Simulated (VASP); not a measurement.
Set up this calculation in VASP 6.6.1, as the native input.

```
Task                   : single point
Functional             : PBE
Potentials or basis    : VASP PAW PBE potentials, release 64 (Na_pv, Li_sv)
Cutoff                 : 520 eV
k mesh                 : 4 × 4 × 4
Occupations            : gaussian, width 0.1 eV
Spin                   : no spin polarisation
Dipole correction      : no
Further INCAR settings : ALGO = Normal; EDIFF = 1e-06; NBANDS = 20
```

The structure of Na3Li lies in POSCAR:

```
Na3Li
1.0
    4.4072490818      0.0000000000      0.0000000000
    0.0000000000      4.4072490818      0.0000000000
    0.0000000000      0.0000000000      4.4072490818
Na Li
3 1
Direct
    0.0000000000      0.5000000000      0.5000000000
    0.5000000000      0.0000000000      0.5000000000
    0.5000000000      0.5000000000      0.0000000000
    0.0000000000      0.0000000000      0.0000000000
```

The cell comes from a database or a generator and needn't be the stable form of this composition.

The input as run:

INCAR

```
SYSTEM = Na3Li
PREC = Accurate
ENCUT = 520
EDIFF = 1E-6
ISMEAR = 0
SIGMA = 0.1
LREAL = .FALSE.
LASPH = .TRUE.
NELM = 100
ALGO = Normal
ISIF = 2
LWAVE = .FALSE.
LCHARG = .FALSE.
GGA = PE
NBANDS = 20
```

KPOINTS

```
regular mesh
0
G
  4 4 4
  0 0 0
```

Potentials or basis: VASP PAW PBE potentials, release 64 (Na_pv, Li_sv).

Run with:

```sh
$ cat potpaw_PBE.64/Na_pv/POTCAR potpaw_PBE.64/Li_sv/POTCAR > POTCAR
$ mpirun -np 1 vasp_std > vasp.out
```

Results of the run:

The band gap on the k mesh is none (metal or under the smearing width).

It took 9.9 s on 1 thread of Intel(R) Xeon(R) 6975P-C (Granite Rapids), with other jobs on the host, peak memory 0.19 GiB.
